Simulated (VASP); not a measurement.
## Nb4C3N (ordered alloy cell): computed properties

Method: PBEsol GGA, VASP's PBE PAW potentials (set 64) (plane waves; VASP 6.6.1).

```json
{
  "space_group": "Pm-3m (221)",
  "cell": "a = 4.431 Å, b = 4.431 Å, c = 4.431 Å, α = 90.00°, β = 90.00°, γ = 90.00°",
  "volume_per_atom": "10.88 Å³/atom",
  "band gap (over mesh and band path)": "none (metal, semimetal or under 0.01 eV)",
  "density": "8.05 g/cm³"
}
```

```cif
data_C3NNb4
_chemical_formula_sum 'Nb4 N1 C3'
_space_group_name_H-M_alt 'P 1'
_space_group_IT_number 1
_cell_length_a 4.43111
_cell_length_b 4.43111
_cell_length_c 4.43111
_cell_angle_alpha 90.000
_cell_angle_beta 90.000
_cell_angle_gamma 90.000
loop_
_space_group_symop_operation_xyz
  'x, y, z'
loop_
_atom_site_label
_atom_site_type_symbol
_atom_site_fract_x
_atom_site_fract_y
_atom_site_fract_z
_atom_site_occupancy
Nb1 Nb 0.00000 0.00000 0.00000 1
Nb2 Nb 0.50000 0.50000 0.00000 1
Nb3 Nb 0.50000 0.00000 0.50000 1
Nb4 Nb 0.00000 0.50000 0.50000 1
N1 N 0.50000 0.50000 0.50000 1
C1 C 0.00000 0.00000 0.50000 1
C2 C 0.00000 0.50000 0.00000 1
C3 C 0.50000 0.00000 0.00000 1
```

The structure was generated: Nb4C3N was put into an ordered model structure (Pm-3m), which need not be its known phase. It was relaxed first. Symmetry was kept, so distortions that lower it aren't found. The electron count is odd and the run is not spin-polarised, which forces a metal.
